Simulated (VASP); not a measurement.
**InSbO2: relaxation of cell and atoms with PBE**

Crystal: InSbO2.

```
In Sb O
1.0
     1.70000    0.98150    7.03333
    -1.70000    0.98150    7.03333
     0.00000   -1.96299    7.03333
In Sb O
1 1 2
Cartesian
  0.0000 0.0000 10.5500
  0.0000 0.0000 0.0000
  0.0000 0.0000 4.6209
  0.0000 0.0000 16.4791
```

The cell was built by a generator and needn't be a form met in nature.

```json
{"Program": "VASP 6.6.1", "Task": "relaxation of cell and atoms", "Functional": "PBE", "Potentials or basis": "VASP PAW PBE potentials, release 64 (In_d, Sb, O)", "Cutoff": "520 eV", "k mesh": "5 × 5 × 5", "Occupations": "gaussian, width 0.15 eV", "Spin": "no spin polarisation", "Further INCAR settings": "PREC = Normal; ALGO = Fast; EDIFF = 0.0001; IBRION = 2; EDIFFG = -0.08; NSW = 24; ISIF = 3"}
```

- Relaxed volume: 15.71 Å³/atom
- Relaxed cell: a = 7.090 Å, b = 7.090 Å, c = 7.090 Å, α = 26.57°, β = 26.57°, γ = 26.57°
- Space group after relaxing (to 0.05 Å): R-3m (No. 166)
- Energy gained by relaxing: 63.2 meV/atom
- Ionic steps: 9
- Pressure after relaxing: -0.4 GPa
- Largest force after relaxing: 0.011 eV/Å
- Band gap on the k mesh: none (metal or under the smearing width)

Forces in eV/Å, atoms in the order of the input:
```
In   0.000  0.000  0.000
Sb   0.000  0.000  0.000
O    0.000  0.000 -0.011
O    0.000  0.000  0.011
```

Stress tensor (GPa, compression positive):
```
-0.27  0.00  0.00
 0.00 -0.27  0.00
 0.00  0.00 -0.64
```

Step by step:
```csv
step,energy change (eV),largest force (eV/Å),pressure (GPa),volume (Å³)
1,0.0000,0.2594,-8.27,70.41
2,-0.1203,1.2380,6.43,61.54
3,-0.1761,0.8375,-0.01,64.51
4,-0.1760,0.8638,0.67,64.34
5,-0.2287,0.4975,0.48,63.49
6,-0.2514,0.0077,0.61,62.39
7,-0.2516,0.0455,0.83,62.46
8,-0.2510,0.0628,-1.10,63.35
9,-0.2528,0.0106,-0.40,62.85
```

Final structure:
```
In Sb O
1.0
     1.62911    0.94057    6.83621
    -1.62911    0.94057    6.83621
     0.00000   -1.88114    6.83621
In Sb O
1 1 2
Direct
  0.50000 0.50000 0.50000
  0.00000 0.00000 0.00000
  0.22385 0.22385 0.22385
  0.77615 0.77615 0.77615
```

Levels at points of the mesh, in eV from the Fermi level:
| k point | band 12 | band 13 | band 14 | band 15 | band 16 | band 17 | band 18 | band 19 |
| --- | --- | --- | --- | --- | --- | --- | --- | --- |
| (0.00, 0.00, 0.00) | -2.71 | -2.12 | -2.12 | 0.48 | 1.57 | 5.46 | 5.46 | 5.48 |

It took 2.3 min on 1 thread of Intel(R) Xeon(R) 6975P-C (Granite Rapids), with other jobs on the host, peak memory 0.29 GiB.

Caveat: the k mesh is coarse (spacing up to 0.43 Å⁻¹), so the values aren't converged; the relaxation stopped at a loose force limit of 0.08 eV/Å, so its end isn't a converged minimum. Spin-orbit coupling is left out, which matters for the levels of Sb.
